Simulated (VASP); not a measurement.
Output of a VASP run:

OSZICAR:
```
       N       E                     dE             d eps       ncg     rms          rms(c)
DAV:   1     0.780755101126E+02    0.78076E+02   -0.78425E+03  3214   0.144E+03
DAV:   2    -0.939897582333E+01   -0.87474E+02   -0.84544E+02  3430   0.330E+02
DAV:   3    -0.109567661235E+02   -0.15578E+01   -0.15349E+01  3623   0.434E+01
DAV:   4    -0.109657578766E+02   -0.89918E-02   -0.89900E-02  3451   0.354E+00
DAV:   5    -0.109658307979E+02   -0.72921E-04   -0.72922E-04  3554   0.328E-01    0.196E+01
DAV:   6    -0.104553807953E+02    0.51045E+00   -0.61218E-01  3394   0.102E+01    0.754E+00
DAV:   7    -0.103280780292E+02    0.12730E+00   -0.30849E-01  3493   0.677E+00    0.697E-01
DAV:   8    -0.103245306476E+02    0.35474E-02   -0.46459E-03  3298   0.105E+00    0.160E-01
DAV:   9    -0.103243169732E+02    0.21367E-03   -0.30931E-04  3545   0.211E-01    0.429E-02
DAV:  10    -0.103243140602E+02    0.29130E-05   -0.20969E-05  3454   0.668E-02    0.153E-03
DAV:  11    -0.103243141998E+02   -0.13958E-06   -0.27680E-07  3288   0.752E-03    0.732E-04
DAV:  12    -0.103243140905E+02    0.10920E-06   -0.14108E-08  1889   0.174E-03    0.183E-04
DAV:  13    -0.103243141036E+02   -0.13072E-07   -0.83808E-10  1685   0.451E-04
   1 F= -.10324314E+02 E0= -.10324092E+02  d E =-.665354E-03
```

### OUTCAR
```
------------------------ aborting loop because EDIFF is reached ----------------------------------------
  FORCE on cell =-STRESS in cart. coord.  units (eV):
  Direction    XX          YY          ZZ          XY          YZ          ZX
  --------------------------------------------------------------------------------------
  Total       -0.9577058     -0.9577058     -0.9577058      0.0000000      0.0000000     -0.0000000
  in kB      -93.2880303    -93.2880303    -93.2880303      0.0000000      0.0000000     -0.0000000
  external PRESSURE =     -93.2880303 kB  Pullay stress =       0.0000000 kB
  volume of cell :       16.45
      direct lattice vectors                 reciprocal lattice vectors
    -1.602085130  1.602085130  1.602085130     0.000000000  0.312093278  0.312093278
     1.602085130 -1.602085130  1.602085130     0.312093278  0.000000000  0.312093278
     1.602085130  1.602085130 -1.602085130     0.312093278  0.312093278  0.000000000
 POSITION                                       TOTAL-FORCE (eV/Angst)
 -----------------------------------------------------------------------------------
      0.00000      0.00000      0.00000         0.000000     -0.000000     -0.000000
 -----------------------------------------------------------------------------------
    total drift:                               -0.000000     -0.000000      0.000000
  FREE ENERGIE OF THE ION-ELECTRON SYSTEM (eV)
  ---------------------------------------------------
  free  energy   TOTEN  =       -10.3243141036 eV

  energy  without entropy=      -10.3236487500  energy(sigma->0) =      -10.32409232
```
(Selected blocks of OUTCAR.)

**POSCAR**
```
W
1
   -1.6020851296     1.6020851296     1.6020851296
    1.6020851296    -1.6020851296     1.6020851296
    1.6020851296     1.6020851296    -1.6020851296
W
1
Direct
  0.0000000000   0.0000000000   0.0000000000
```

### Question
Write an INCAR and KPOINTS that could have produced this output.

### Answer
This is not unique; one that fits is the input of the run itself, rev-vdW-DF2, plane waves, VASP's PBE PAW potentials (set 64).

**INCAR**
```
# general
SYSTEM   = W
PREC     = Accurate
ENCUT    = 520
LREAL    = .FALSE.   # projection in real space or not
LASPH    = .TRUE.   # aspherical one-centre terms

# electronic loop
EDIFF    = 1E-7   # SCF stop (eV)
NELM     = 100   # most electronic steps
ALGO     = Normal
LMAXMIX  = 6   # l cut-off of mixed one-centre charges

# smearing
ISMEAR   = 1   # Methfessel-Paxton
SIGMA    = 0.1

# functional
GGA      = MK
LUSE_VDW = .TRUE.
AGGAC    = 0.0
PARAM1   = 0.1234568
PARAM2   = 0.7114
ZAB_VDW  = -1.8867

# ions
ISIF     = 2   # forces and stress, cell fixed

# output
LWAVE    = .FALSE.
LCHARG   = .FALSE.
```

**KPOINTS**
```
Regular mesh
0
gamma
16 16 16
0 0 0
```

POTCAR, in this order: W_sv (PBE.64 set). Program: vasp_std.

The compound is W in the bcc structure. This cell is one point of a volume scan, at 1.03 of the reference volume.
